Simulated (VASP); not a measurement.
Level of theory: PBEsol GGA, VASP's PBE PAW potentials (set 64) (plane waves; VASP 6.6.1).

A VASP calculation is set up with these files.

### POSCAR
```
Se
1
    2.0216429672    -3.5015883226     0.0000000000
    2.0216429672     3.5015883226    -0.0000000000
    0.0000000000     0.0000000000     5.1265898404
Se
3
Direct
  0.0000000000   0.2483172001   0.6666670000
  0.7516827999   0.7516827999   0.0000000000
  0.2483172001   0.0000000000   0.3333330000
```

INCAR:
```
# general
SYSTEM  = Se
PREC    = Accurate
ENCUT   = 400
LREAL   = F
LASPH   = T
ICHARG  = 11

# electronic loop
EDIFF   = 1E-7
NELM    = 100
ALGO    = Normal
LMAXMIX = 4

# smearing
ISMEAR  = 0
SIGMA   = 0.05

# functional
GGA     = PS

# output
LWAVE   = F
LCHARG  = F
LORBIT  = 11
```

KPOINTS:
```
k-points along high-symmetry lines
10
Line-mode
Reciprocal
  0.000000   0.000000   0.000000 ! GAMMA
  0.500000   0.000000   0.000000 ! M

  0.500000   0.000000   0.000000 ! M
  0.333333   0.333333   0.000000 ! K

  0.333333   0.333333   0.000000 ! K
  0.000000   0.000000   0.000000 ! GAMMA

  0.000000   0.000000   0.000000 ! GAMMA
  0.000000   0.000000   0.500000 ! A

  0.000000   0.000000   0.500000 ! A
  0.500000   0.000000   0.500000 ! L

  0.500000   0.000000   0.500000 ! L
  0.333333   0.333333   0.500000 ! H

  0.333333   0.333333   0.500000 ! H
  0.000000   0.000000   0.500000 ! A

  0.500000   0.000000   0.500000 ! L
  0.500000   0.000000   0.000000 ! M

  0.333333   0.333333   0.500000 ! H
  0.333333   0.333333   0.000000 ! K
```

POTCAR, in this order: Se (PBE.64 set). Program: vasp_std. Read from the step before: CHGCAR.

What VASP printed:

### OUTCAR
```
 ion  position               nearest neighbor table
   1  0.000  0.248  0.667-   2 2.44   3 2.44
   2  0.752  0.752  0.000-   1 2.44   3 2.44
   3  0.248  0.000  0.333-   2 2.44   1 2.44
  LATTYP: Found a hexagonal cell.
 ALAT       =     4.0432859246
 C/A-ratio  =     1.2679266161
 Subroutine PRICEL returns:
 Original cell was already a primitive cell.
 Subroutine GETGRP returns: Found  6 space group operations
The static configuration has the point symmetry C_2 .
 The point group associated with its full space group is D_3 .
The dynamic configuration has the point symmetry C_2 .
 Subroutine INISYM returns: Found  6 space group operations
   k-points           NKPTS =     90   k-points in BZ     NKDIM =     90   number of bands    NBANDS=     13
   number of dos      NEDOS =    301   number of ions     NIONS =      3
   total plane-waves  NPLWV =  28224
   dimension x,y,z NGX =    28 NGY =   28 NGZ =   36
   dimension x,y,z NGXF=    56 NGYF=   56 NGZF=   72
   ions per type =               3
   PREC   = accura    normal or accurate (medium, high low for compatibility)
   ISTART =      0    job   : 0-new  1-cont  2-samecut
   ICHARG =     11    charge: 1-file 2-atom 10-const
   ISPIN  =      1    spin polarized calculation?
   LNONCOLLINEAR =      F non collinear calculations
   LSORBIT =      F    spin-orbit coupling
   INIWAV =      1    electr: 0-lowe 1-rand  2-diag
   ENCUT  =  400.0 eV  29.40 Ry    5.42 a.u.   6.59  6.59  8.36*2*pi/ulx,y,z
   NELM   =    100;   NELMIN=  2; NELMDL= -5     # of ELM steps
   EDIFF  = 0.1E-06   stopping-criterion for ELM
   LREAL  =      F    real-space projection
   NLSPLINE    = F    spline interpolate recip. space projectors
   LMAXMIX     =    4 max onsite mixed and CHGCAR
   VOSKOWN=      0    Vosko Wilk Nusair interpolation
   EDIFFG = 0.1E-05   stopping-criterion for IOM
   NSW    =      0    number of steps for IOM
   NBLOCK =      1;   KBLOCK =      1    inner block; outer block
   IBRION =     -1    ionic relax: 0-MD 1-quasi-New 2-CG
   NFREE  =      0    steps in history (QN), initial steepest desc. (CG)
   ISIF   =      2    stress and relaxation
   ISYM   =      2    0-nonsym 1-usesym 2-fastsym
   TEIN   =    0.0    initial temperature
   TEBEG  =    0.0;   TEEND  =   0.0 temperature during run
   SMASS  =  -3.00    Nose mass-parameter (am)
   PSTRESS=    0.0 pullay stress
   NELECT =      18.0000    total number of electrons
   EFERMI =   0.00;   METHOD = LEGACY
   ISMEAR =     0;   SIGMA  =   0.05  broadening in eV -4-tet -1-fermi 0-gaus
   IALGO  =     38    algorithm
   LDIAG  =      T    sub-space diagonalisation (order eigenvalues)
   IMIX   =      4    mixing-type and parameters
     AMIX     =   0.40;   BMIX     =  1.00
     AMIX_MAG =   1.60;   BMIX_MAG =  1.00
     AMIN     =   0.10
   GGA     = PS    functional components
   VOSKOWN =     0    Vosko Wilk Nusair interpolation
   LHFCALC =     F    Hartree Fock is set to
   LHFONE  =     F    Hartree Fock one center treatment
   AEXX    =    0.0000 exact exchange contribution
   IVDW    =     0    specifies the selected vdW correction
   LEPSILON=     F    determine dielectric tensor
   LRPA    =     F    only Hartree local field effects (RPA)
  energy-cutoff  :      400.00
  volume of cell :       72.58
      direct lattice vectors                 reciprocal lattice vectors
     2.021642967 -3.501588323  0.000000000     0.247323592 -0.142792343  0.000000000
     2.021642967  3.501588323  0.000000000     0.247323592  0.142792343  0.000000000
     0.000000000  0.000000000  5.126589840     0.000000000  0.000000000  0.195061441
 k-point     1 :   0.0000 0.0000 0.0000  plane waves:    1325
 k-point     2 :   0.0556 0.0000 0.0000  plane waves:    1337
 k-point     3 :   0.1111 0.0000 0.0000  plane waves:    1341
 k-point     4 :   0.1667 0.0000 0.0000  plane waves:    1329
 k-point     5 :   0.2222 0.0000 0.0000  plane waves:    1329
 k-point     6 :   0.2778 0.0000 0.0000  plane waves:    1311
 k-point     7 :   0.3333 0.0000 0.0000  plane waves:    1312
...
```

File OSZICAR:
```
       N       E                     dE             d eps       ncg     rms          rms(c)
DAV:   1     0.758513508917E+02    0.75851E+02   -0.64701E+03  2340   0.943E+02
DAV:   2    -0.597452925979E+01   -0.81826E+02   -0.78463E+02  3204   0.166E+02
DAV:   3    -0.108686438052E+02   -0.48941E+01   -0.48482E+01  2715   0.469E+01
DAV:   4    -0.109135866136E+02   -0.44943E-01   -0.44877E-01  2840   0.511E+00
DAV:   5    -0.109139427413E+02   -0.35613E-03   -0.35611E-03  2790   0.440E-01
DAV:   6    -0.109139488000E+02   -0.60587E-05   -0.60583E-05  2855   0.523E-02
DAV:   7    -0.109139489409E+02   -0.14087E-06   -0.14087E-06  2900   0.676E-03
DAV:   8    -0.109139489448E+02   -0.38550E-08   -0.38240E-08  2247   0.100E-03
   1 F= -.10913949E+02 E0= -.10913949E+02  d E =-.739523E-09
```

**OUTCAR**
```
 val. band max:        3.7702041368   @ k =   0.3704   0.2593   0.5000

 cond. band min:       4.1498551472   @ k =   0.3333   0.3333   0.5000



 k-point     1 :       0.0000    0.0000    0.0000
  band No.  band energies     occupation
      1     -12.3479      2.00000
      2      -8.2544      2.00000
      3      -8.2544      2.00000
      4       0.0272      2.00000
      5       0.2561      2.00000
      6       0.2562      2.00000
      7       1.8089      2.00000
      8       1.8089      2.00000
      9       3.1661      2.00000
     10       5.1428      0.00000
     11       5.1428      0.00000
     12       5.7502      0.00000
     13       9.9669      0.00000

 k-point     2 :       0.0556    0.0000    0.0000
  band No.  band energies     occupation
      1     -12.3266      2.00000
      2      -8.2632      2.00000
      3      -8.2490      2.00000
      4      -0.1944      2.00000
      5       0.1408      2.00000
      6       0.2915      2.00000
      7       1.8537      2.00000
      8       1.9839      2.00000
      9       3.1694      2.00000
     10       5.0726      0.00000
     11       5.1331      0.00000
     12       5.7452      0.00000
     13       9.9436      0.00000

 k-point     3 :       0.1111    0.0000    0.0000
  band No.  band energies     occupation
      1     -12.2638      2.00000
      2      -8.2918      2.00000
      3      -8.2333      2.00000
      4      -0.6068      2.00000
      5      -0.0989      2.00000
      6       0.2499      2.00000
      7       1.9597      2.00000
      8       2.3055      2.00000
      9       3.1318      2.00000
     10       4.9591      0.00000
     11       5.1180      0.00000
     12       5.7508      0.00000
     13       9.8353      0.00000

 k-point     4 :       0.1667    0.0000    0.0000
  band No.  band energies     occupation
      1     -12.1623      2.00000
      2      -8.3454      2.00000
      3      -8.2085      2.00000
      4      -1.0295      2.00000
...
```

The density is held fixed in this step, so its total energy and stress have no physical meaning. Without a dispersion term in the relaxation, distances and binding between the weakly bound layers, chains or molecules are unreliable, and so is what depends on them.

The compound is Se in the trig structure. It was relaxed first, which changed the volume by -11 %.
